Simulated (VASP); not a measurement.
An input for Ansatz (written as the equivalent of a VASP run, and not itself run):

Ansatz 0.2 input:
```yaml
crystal:
  lattice:
    - [2.5444820, 0.0000000, 0.0000000]
    - [0.0000000, 2.5444820, 0.0000000]
    - [0.0000000, 0.0000000, 17.7893000]
  atoms:
    - { symbol: Mo, position: [0.0000000, 0.0000000, 0.2810680] }
    - { symbol: Mo, position: [0.0000000, 0.0000000, 0.4270210] }
    - { symbol: Mo, position: [0.0000000, 0.0000000, 0.5729790] }
    - { symbol: Mo, position: [0.0000000, 0.0000000, 0.7189320] }
kpoints:
  mp_grid: { grid: [9, 9, 1] }
hamiltonian:
  xc: pbe
  pseudopotentials: { kind: paw }
scf:
  occupations: { method: fermi_dirac, width: 0.1 }
  max_iter: 100
output: { forces: true, stress: true, eigenvalues: true }
```

Q: Translate this input to VASP (INCAR, KPOINTS, POSCAR, choice of POTCAR).

A: Several could match; the one computed here: 
File POSCAR:
```
Mo
1
    2.5444820000     0.0000000000     0.0000000000
    0.0000000000     2.5444820000     0.0000000000
    0.0000000000     0.0000000000    17.7893000000
Mo
4
Direct
  0.0000000000   0.0000000000   0.2810680000
  0.0000000000   0.0000000000   0.4270210000
  0.0000000000   0.0000000000   0.5729790000
  0.0000000000   0.0000000000   0.7189320000
```

File KPOINTS:
```
Automatic mesh
0
gamma
 9 9 1
0 0 0
```

### INCAR
```
ALGO = Normal
EDIFF = 1E-6
ENCUT = 300
GGA = PE
ISIF = 2
ISMEAR = -1
LASPH = .True.
LCHARG = .False.
LMAXMIX = 4
LREAL = .False.
LWAVE = .False.
NELM = 100
PREC = Accurate
SIGMA = 0.1
SYSTEM = Mo
```

POTCAR, in this order: Mo_sv (PBE.64 set). Program: vasp_std.

What does not carry over: each code has its own PAW files, so the cut-off isn't converted (ENCUT is set for VASP's; basis.ecutwfc is left out, and Ansatz then takes the one that its files recommend); Ansatz stops its SCF on the density residual and VASP on the energy change (EDIFF).

The cell is a sheet with vacuum, built from a generated structure.
